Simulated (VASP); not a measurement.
Input:

```
BaF2
1.0
    0.00000     3.11288     3.11288
    3.11288     0.00000     3.11288
    3.11288     3.11288     0.00000
Ba F
1 2
Direct
  0.00000   0.00000   0.00000
  0.26205   0.23795   0.26205
  0.75000   0.75000   0.75000
```

These are r2SCAN meta-GGA, VASP's PBE PAW potentials (set 64) (plane waves; VASP) values and carry that method's errors. Numerical set-up: 600 eV cut-off, 6×6×6 Γ-centred mesh, Gaussian smearing of 0.050 eV, potentials Ba_sv F.

Which forces act on the atoms, in eV/Å?

```
atom     Fx      Fy     Fz
----  -----  ------  -----
Ba1   0.000   0.149  0.000
F2    0.000  -0.237  0.000
F3    0.000   0.087  0.000
```

Give the stress tensor in GPa (positive for a compressed cell).

```
 0.06   0.00  -0.63
 0.00   0.06   0.00
-0.63   0.00   0.06
```
The pressure is its mean diagonal, 0.06 GPa.

The compound is BaF2 in the fluorite structure. This cell was strained or had an atom moved on purpose.
